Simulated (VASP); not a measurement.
These are PBEsol GGA, VASP's PBE PAW potentials (set 64) (plane waves; VASP) values and carry that method's errors.

Input for VASP

**KPOINTS**
```
kpoints
0
G
  7 7 7
```

File POSCAR:
```
MgTl
1.0
  3.6378000000   0.0000000000   0.0000000000
  0.0000000000   3.6378000000   0.0000000000
  0.0000000000   0.0000000000   3.6378000000
Mg Tl
1 1
Direct
  0.0000000000   0.0000000000   0.0000000000
  0.5000000000   0.5000000000   0.5000000000
```

INCAR:
```
! general
SYSTEM =MgTl
PREC   =Accurate
ENCUT  =300
LREAL  =.False.
LASPH  =.True.

! electronic loop
EDIFF  =1E-6
NELM   =100
ALGO   =Normal
LMAXMIX=4

! smearing
ISMEAR =0
SIGMA  =0.272

! functional
GGA    =PS

! ions
ISIF   =2

! output
LWAVE  =.False.
LCHARG =.False.
```

POTCAR, in this order: Mg Tl_d (PBE.64 set). Program: vasp_std.

Output of the run:

OUTCAR:
```
 ion  position               nearest neighbor table
   1  0.000  0.000  0.000-   2 3.15   2 3.15   2 3.15   2 3.15   2 3.15   2 3.15   2 3.15   2 3.15
  LATTYP: Found a simple cubic cell.
 ALAT       =     3.6378000000
 Subroutine PRICEL returns:
 Original cell was already a primitive cell.
 Subroutine GETGRP returns: Found 48 space group operations
The static configuration has the point symmetry O_h .
The dynamic configuration has the point symmetry O_h .
 Subroutine INISYM returns: Found 48 space group operations
 Subroutine IBZKPT returns following result:
 Found     20 irreducible k-points:

 Following reciprocal coordinates:
            Coordinates               Weight
  0.000000  0.000000  0.000000      1.000000
  0.142857  0.000000  0.000000      6.000000
  0.285714  0.000000  0.000000      6.000000
  0.428571  0.000000  0.000000      6.000000
  0.142857  0.142857  0.000000     12.000000
  0.285714  0.142857  0.000000     24.000000
  0.428571  0.142857  0.000000     24.000000
  0.285714  0.285714  0.000000     12.000000
  0.428571  0.285714  0.000000     24.000000
  0.428571  0.428571  0.000000     12.000000
  0.142857  0.142857  0.142857      8.000000
  0.285714  0.142857  0.142857     24.000000
  0.428571  0.142857  0.142857     24.000000
  0.285714  0.285714  0.142857     24.000000
  0.428571  0.285714  0.142857     48.000000
  0.428571  0.428571  0.142857     24.000000
  0.285714  0.285714  0.285714      8.000000
  0.428571  0.285714  0.285714     24.000000
  0.428571  0.428571  0.285714     24.000000
  0.428571  0.428571  0.428571      8.000000
   k-points           NKPTS =     20   k-points in BZ     NKDIM =     20   number of bands    NBANDS=     11
   number of dos      NEDOS =    301   number of ions     NIONS =      2
   total plane-waves  NPLWV =  13824
   dimension x,y,z NGX =    24 NGY =   24 NGZ =   24
   dimension x,y,z NGXF=    48 NGYF=   48 NGZF=   48
   ions per type =               1   1
   PREC   = accura    normal or accurate (medium, high low for compatibility)
   ISTART =      0    job   : 0-new  1-cont  2-samecut
   ICHARG =      2    charge: 1-file 2-atom 10-const
   ISPIN  =      1    spin polarized calculation?
   LNONCOLLINEAR =      F non collinear calculations
   LSORBIT =      F    spin-orbit coupling
   INIWAV =      1    electr: 0-lowe 1-rand  2-diag
   ENCUT  =  300.0 eV  22.05 Ry    4.70 a.u.   5.14  5.14  5.14*2*pi/ulx,y,z
   NELM   =    100;   NELMIN=  2; NELMDL= -5     # of ELM steps
   EDIFF  = 0.1E-05   stopping-criterion for ELM
   LREAL  =      F    real-space projection
   NLSPLINE    = F    spline interpolate recip. space projectors
   LMAXMIX     =    4 max onsite mixed and CHGCAR
   VOSKOWN=      0    Vosko Wilk Nusair interpolation
   EDIFFG = 0.1E-04   stopping-criterion for IOM
   NSW    =      0    number of steps for IOM
   NBLOCK =      1;   KBLOCK =      1    inner block; outer block
   IBRION =     -1    ionic relax: 0-MD 1-quasi-New 2-CG
   NFREE  =      0    steps in history (QN), initial steepest desc. (CG)
   ISIF   =      2    stress and relaxation
   ISYM   =      2    0-nonsym 1-usesym 2-fastsym
   TEIN   =    0.0    initial temperature
   TEBEG  =    0.0;   TEEND  =   0.0 temperature during run
   SMASS  =  -3.00    Nose mass-parameter (am)
   PSTRESS=    0.0 pullay stress
   NELECT =      15.0000    total number of electrons
   EFERMI =   0.00;   METHOD = LEGACY
   ISMEAR =     0;   SIGMA  =   0.27  broadening in eV -4-tet -1-fermi 0-gaus
   IALGO  =     38    algorithm
   LDIAG  =      T    sub-space diagonalisation (order eigenvalues)
   IMIX   =      4    mixing-type and parameters
     AMIX     =   0.40;   BMIX     =  1.00
     AMIX_MAG =   1.60;   BMIX_MAG =  1.00
     AMIN     =   0.10
...
```

**OSZICAR**
```
       N       E                     dE             d eps       ncg     rms          rms(c)
DAV:   1     0.350491619820E+02    0.35049E+02   -0.56967E+03   475   0.732E+02
DAV:   2    -0.410101017664E+01   -0.39150E+02   -0.37867E+02   485   0.167E+02
DAV:   3    -0.464414648142E+01   -0.54314E+00   -0.54191E+00   494   0.182E+01
DAV:   4    -0.464711074886E+01   -0.29643E-02   -0.29640E-02   494   0.149E+00
DAV:   5    -0.464715026298E+01   -0.39514E-04   -0.39513E-04   482   0.165E-01    0.260E+00
DAV:   6    -0.457274645966E+01    0.74404E-01   -0.72655E-02   479   0.270E+00    0.175E+00
DAV:   7    -0.454094288298E+01    0.31804E-01   -0.42018E-02   479   0.194E+00    0.619E-01
DAV:   8    -0.453925357565E+01    0.16893E-02   -0.39008E-03   497   0.439E-01    0.592E-02
DAV:   9    -0.453921256370E+01    0.41012E-04   -0.18828E-04   473   0.922E-02    0.162E-02
DAV:  10    -0.453921099125E+01    0.15725E-05   -0.45590E-06   497   0.169E-02    0.428E-03
DAV:  11    -0.453921120016E+01   -0.20891E-06   -0.27642E-07   271   0.401E-03
   1 F= -.45392112E+01 E0= -.45247056E+01  d E =-.290113E-01
```

**OUTCAR**
```
------------------------ aborting loop because EDIFF is reached ----------------------------------------
  FORCE on cell =-STRESS in cart. coord.  units (eV):
  Direction    XX          YY          ZZ          XY          YZ          ZX
  --------------------------------------------------------------------------------------
  Total       -0.4179399     -0.4179399     -0.4179399     -0.0000000      0.0000000      0.0000000
  in kB      -13.9093845    -13.9093845    -13.9093845     -0.0000000      0.0000000      0.0000000
  external PRESSURE =     -13.9093845 kB  Pullay stress =       0.0000000 kB
  volume of cell :       48.14
      direct lattice vectors                 reciprocal lattice vectors
     3.637800000  0.000000000  0.000000000     0.274891418  0.000000000  0.000000000
     0.000000000  3.637800000  0.000000000     0.000000000  0.274891418  0.000000000
     0.000000000  0.000000000  3.637800000     0.000000000  0.000000000  0.274891418
 POSITION                                       TOTAL-FORCE (eV/Angst)
 -----------------------------------------------------------------------------------
      0.00000      0.00000      0.00000         0.000000      0.000000      0.000000
      1.81890      1.81890      1.81890         0.000000      0.000000      0.000000
 -----------------------------------------------------------------------------------
    total drift:                                0.000000     -0.000000     -0.000000
  FREE ENERGIE OF THE ION-ELECTRON SYSTEM (eV)
  ---------------------------------------------------
  free  energy   TOTEN  =        -4.5392112002 eV

  energy  without entropy=       -4.5101999304  energy(sigma->0) =       -4.52470557
```
(Selected blocks of OUTCAR.)

At this cut-off the stress carries a Pulay error, which pulls relaxed volumes low.

The structure comes from a computed database's MgTl entry (Pm-3m); how it stands against other phases isn't given here. The cell was not relaxed at this level. The electron count is odd and the run is not spin-polarised, which forces a metal.
